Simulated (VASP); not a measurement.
# A vacancy on the Ti site in Ti3InP, part 2 of 5

How easily does a vacancy on the Ti site form in Ti3InP? The host is relaxed first, then a supercell is run with and without the defect. The cell takes the structure of InCo3N from the Materials Project database, with elements swapped. The cell is invented: it takes the structure of a Materials Project entry for InCo3N (space group 221 there), with some of its atoms replaced by other elements, volume scaled by an estimate. It may not be a known or stable phase.

VASP 6.6.1, plane waves and PAW; the level of theory is named at each step.

So far. Step 2 (The host at zero pressure): The run ended after 4 ionic steps, 3.135 eV below its first step, once forces and stress met EDIFFG = -0.02. The relaxed cell has a = 4.576 Å (conventional setting).

### 3. Relax the host again, on a new basis

Level of this step: PBE; plane waves and PAW (In, Ti, P); invented cell (VASP).

The volume changed by more than 5 %, so the plane waves of the start no longer fit; a second relaxation removes that error.

INCAR reads:

```
SYSTEM = Ti3InP
PREC = Accurate
ENCUT = 350
EDIFF = 1E-06
NELM = 120
ISMEAR = 0
SIGMA = 0.05
LREAL = .FALSE.
ALGO = Normal
GGA = PE
NBANDS = 16
LORBIT = 11
LWAVE = .FALSE.
LCHARG = .FALSE.
IBRION = 2
NSW = 30
ISIF = 3
EDIFFG = -0.02
POTIM = 0.4
```

POSCAR reads:

```
Ti3InP
1.0
    4.5758726816      0.0000000000      0.0000000000
    0.0000000000      4.5758726816      0.0000000000
    0.0000000000      0.0000000000      4.5758726816
In Ti P
1 3 1
Direct
    0.0000000000      0.0000000000      0.0000000000
    0.5000000000      0.5000000000      0.0000000000
    0.5000000000      0.0000000000      0.5000000000
    0.0000000000      0.5000000000      0.5000000000
    0.5000000000      0.5000000000      0.5000000000
```

KPOINTS reads:

```
Automatic mesh
0
Gamma
3 3 3
0 0 0
```

PAW data sets: In, Ti and P (PBE family, release 64).

Command:

```bash
export OMP_NUM_THREADS=5
mpirun -np 1 vasp_std
```

The log of the run:

```text
[... set-up lines as in an earlier step ...]
 entering main loop
       N       E                     dE             d eps       ncg     rms          rms(c)
DAV:   1     0.748012428669E+02    0.74801E+02   -0.56738E+03   128   0.773E+02
DAV:   2    -0.256966627773E+02   -0.10050E+03   -0.97300E+02   128   0.193E+02
DAV:   3    -0.386359053150E+02   -0.12939E+02   -0.12812E+02   200   0.681E+01
DAV:   4    -0.390502862328E+02   -0.41438E+00   -0.41215E+00   184   0.148E+01
DAV:   5    -0.390589923972E+02   -0.87062E-02   -0.87049E-02   184   0.194E+00    0.249E+01
DAV:   6    -0.332051082648E+02    0.58539E+01   -0.34064E+01   160   0.400E+01    0.651E+00
DAV:   7    -0.330265775680E+02    0.17853E+00   -0.83368E-01   176   0.549E+00    0.398E+00
DAV:   8    -0.329599872138E+02    0.66590E-01   -0.15994E-01   168   0.193E+00    0.685E-01
DAV:   9    -0.329577087984E+02    0.22784E-02   -0.12137E-02   160   0.664E-01    0.454E-01
DAV:  10    -0.329572639427E+02    0.44486E-03   -0.25765E-03   160   0.264E-01    0.175E-01
DAV:  11    -0.329572106780E+02    0.53265E-04   -0.71381E-04   168   0.129E-01    0.538E-02
DAV:  12    -0.329572046077E+02    0.60703E-05   -0.99898E-05   168   0.673E-02    0.137E-02
DAV:  13    -0.329571998313E+02    0.47765E-05   -0.48259E-06   120   0.141E-02    0.507E-03
DAV:  14    -0.329571989955E+02    0.83573E-06   -0.33756E-07    64   0.315E-03
   1 F= -.32957199E+02 E0= -.32952876E+02  d E =-.329572E+02
 curvature:   0.00 expect dE= 0.000E+00 dE for cont linesearch  0.000E+00
 trial: gam= 0.00000 g(F)=  0.000E+00 g(S)=  0.142E-02 ort = 0.000E+00 (trialstep = 0.100E+01)
 search vector abs. value=  0.142E-02
 bond charge predicted
       N       E                     dE             d eps       ncg     rms          rms(c)
DAV:   1    -0.329583558277E+02   -0.11560E-02   -0.30838E-02   128   0.150E+00    0.281E-01
DAV:   2    -0.329577041004E+02    0.65173E-03   -0.16198E-03   128   0.270E-01    0.132E-01
DAV:   3    -0.329575744231E+02    0.12968E-03   -0.70117E-04   152   0.123E-01    0.495E-02
DAV:   4    -0.329575591061E+02    0.15317E-04   -0.28769E-05   144   0.366E-02    0.362E-02
DAV:   5    -0.329575495446E+02    0.95614E-05   -0.21813E-05   144   0.210E-02    0.106E-02
DAV:   6    -0.329575491126E+02    0.43203E-06   -0.21430E-06    88   0.811E-03
   2 F= -.32957549E+02 E0= -.32953164E+02  d E =-.350117E-03
 trial-energy change:   -0.000350  1 .order   -0.000381   -0.001416    0.000653
 step:   0.6642(harm=  0.6844)  dis= 0.00000  next Energy=   -32.957660 (dE=-0.461E-03)
 bond charge predicted
       N       E                     dE             d eps       ncg     rms          rms(c)
DAV:   1    -0.329577392819E+02   -0.18974E-03   -0.34920E-03   128   0.504E-01    0.950E-02
DAV:   2    -0.329576707332E+02    0.68549E-04   -0.18360E-04   128   0.908E-02    0.444E-02
DAV:   3    -0.329576613162E+02    0.94170E-05   -0.79210E-05   152   0.416E-02    0.165E-02
DAV:   4    -0.329576608358E+02    0.48044E-06   -0.32335E-06   120   0.123E-02
   3 F= -.32957661E+02 E0= -.32953297E+02  d E =-.461840E-03
 curvature:  -0.34 expect dE=-0.479E-06 dE for cont linesearch -0.479E-06
 trial: gam=-0.03052 g(F)=  0.243E-68 g(S)=  0.141E-05 ort = 0.446E-04 (trialstep = 0.933E+00)
 search vector abs. value=  0.150E-08
 reached required accuracy - stopping structural energy minimisation
```

Elapsed: 17 s, on 1 × NVIDIA H100 80GB HBM3, 81559 MiB with 1 MPI rank of AMD EPYC 7R13 (Zen 3), card shared with another run, shared host; peak memory 1.7 GiB.

From OUTCAR (step 3):

```text
  LATTYP: Found a simple cubic cell.
 ALAT       =     4.5758726816

The static configuration has the point symmetry O_h .

 Found      4 irreducible k-points:

   k-points           NKPTS =      4   k-points in BZ     NKDIM =      4   number of bands    NBANDS=     16

   ENCUT  =  350.0 eV  25.72 Ry    5.07 a.u.   6.98  6.98  6.98*2*pi/ulx,y,z

   NELECT =      20.0000    total number of electrons

 E-fermi :   4.2190

 k-point     1 :       0.0000    0.0000    0.0000
  band No.  band energies     occupation
    ...
      6       2.7266      2.00000
      7       2.7266      2.00000
      8       2.7266      2.00000
      9       3.2195      2.00000
     10       3.2195      2.00000
     11       4.8886      0.00000
     12       4.8886      0.00000
     13       5.3951      0.00000
     14       5.3951      0.00000
     15       5.3951      0.00000
    ...

 k-point     2 :       0.3333    0.0000    0.0000
  band No.  band energies     occupation
    ...
      6       2.0986      2.00000
      7       2.8234      2.00000
      8       2.8234      2.00000
      9       2.8669      2.00000
     10       3.8228      2.00000
     11       4.6177      0.00000
     12       4.9094      0.00000
     13       5.1502      0.00000
     14       5.1628      0.00000
     15       5.1628      0.00000
    ...

  Total        0.0077906      0.0077906      0.0077906     -0.0000000      0.0000000     -0.0000000
  in kB        0.1297804      0.1297804      0.1297804     -0.0000000      0.0000000     -0.0000000
  external PRESSURE =       0.1297804 kB  Pullay stress =       0.0000000 kB

  energy-cutoff  :      350.00
  volume of cell :       96.18
      direct lattice vectors                 reciprocal lattice vectors
     4.581672652 -0.000000000 -0.000000000     0.218260901  0.000000000 -0.000000000
    -0.000000000  4.581672652  0.000000000     0.000000000  0.218260901 -0.000000000
     0.000000000  0.000000000  4.581672652     0.000000000  0.000000000  0.218260901

 POSITION                                       TOTAL-FORCE (eV/Angst)
 -----------------------------------------------------------------------------------
      0.00000      0.00000      0.00000         0.000000      0.000000      0.000000
      2.29084      2.29084     -0.00000         0.000000      0.000000      0.000000
      2.29084      0.00000      2.29084         0.000000      0.000000      0.000000
     -0.00000      2.29084      2.29084        -0.000000      0.000000      0.000000
      2.29084      2.29084      2.29084        -0.000000      0.000000      0.000000
 -----------------------------------------------------------------------------------
    total drift:                                0.000000      0.000000      0.000000

  FREE ENERGIE OF THE ION-ELECTRON SYSTEM (eV)
  ---------------------------------------------------
  free  energy   TOTEN  =       -32.9576608358 eV

  energy  without entropy=      -32.9489325690  energy(sigma->0) =      -32.95329670

 total charge
# of ion       s       p       d       tot
------------------------------------------
    1        1.204   1.284   0.093   2.581
    2        0.397   0.581   2.510   3.488
    3        0.397   0.581   2.510   3.488
    4        0.397   0.581   2.510   3.488
    5        1.050   1.670   0.000   2.720
--------------------------------------------------
tot          3.445   4.698   7.621  15.764

[... 3 parts as in an earlier step ...]

[... 5 further parts left out ...]
```

CONTCAR:

```
Ti3InP
    1.000000000000000
     4.5816726517306963   -0.0000000000000000   -0.0000000000000000
    -0.0000000000000000    4.5816726517306963    0.0000000000000000
     0.0000000000000000    0.0000000000000000    4.5816726517306963
  In              Ti              P
     1     3     1
Direct
     0.0000000000000000    0.0000000000000000    0.0000000000000000
     0.5000000000000000    0.5000000000000000    0.0000000000000000
     0.5000000000000000    0.0000000000000000    0.5000000000000000
     0.0000000000000000    0.5000000000000000    0.5000000000000000
     0.5000000000000000    0.5000000000000000    0.5000000000000000
```

The gap is read on the k-mesh alone, so it is an upper bound where the band edges lie off the mesh.

The steps of the relaxation:

| step | energy less that of the first step (eV) | largest force (eV/Å) | pressure (GPa) | volume (Å³) |
| --- | --- | --- | --- | --- |
| 1 | 0.0000 | 0.0000 | 0.41 | 95.81 |
| 2 | -0.0003 | 0.0000 | -0.19 | 96.36 |
| 3 | -0.0005 | 0.0000 | 0.01 | 96.18 |

| conventional cell, symmetrised | before | after | change |
| --- | --- | --- | --- |
| a (Å) | 4.576 | 4.582 | +0.1 % |
| b (Å) | 4.576 | 4.582 | +0.1 % |
| c (Å) | 4.576 | 4.582 | +0.1 % |
| volume (Å³/atom) | 19.16 | 19.24 | +0.4 % |

Final coordinates:

```xyz
5
Lattice="4.5817 0.0000 0.0000 0.0000 4.5817 0.0000 0.0000 0.0000 4.5817" Properties=species:S:1:pos:R:3 pbc="T T T"
In    0.0000    0.0000    0.0000
Ti    2.2908    2.2908    0.0000
Ti    2.2908    0.0000    2.2908
Ti    0.0000    2.2908    2.2908
P     2.2908    2.2908    2.2908
```

A gap read on the k-mesh alone can miss the band edges.

Numbers from this step:

```
electronic cycles                               : 24
energy at zero smearing                         : -32.95 eV
Fermi energy                                    : 4.219 eV
labelled metallic, from the levels on this mesh : no
gap on the k-mesh                               : 0.1170 eV
least direct gap on the k-mesh                  : 0.1170 eV
```

The run ended after 3 ionic steps, 0.000 eV below its first step, once forces and stress met EDIFFG = -0.02.

(Part 2 of 5 ends here.)

[Lines on the potential files, build, host, timing and source positions are cut from VASP's logs without a mark.]

[Logs are printed without paths, hosts, clocks, repeated set-up lines and the standing remarks that a program may print on its own settings, such as how far it seeks lower states.]

[Hosts, paths, dates, database ids (printed as entryN), source tags and the programs' standing remarks are cut or masked in the printed files.]

[In band tables of VASP the shares of atoms and orbitals are scaled to a sum of 1 inside the atoms' spheres.]

[Runs that stopped without an error message from VASP are left out.]
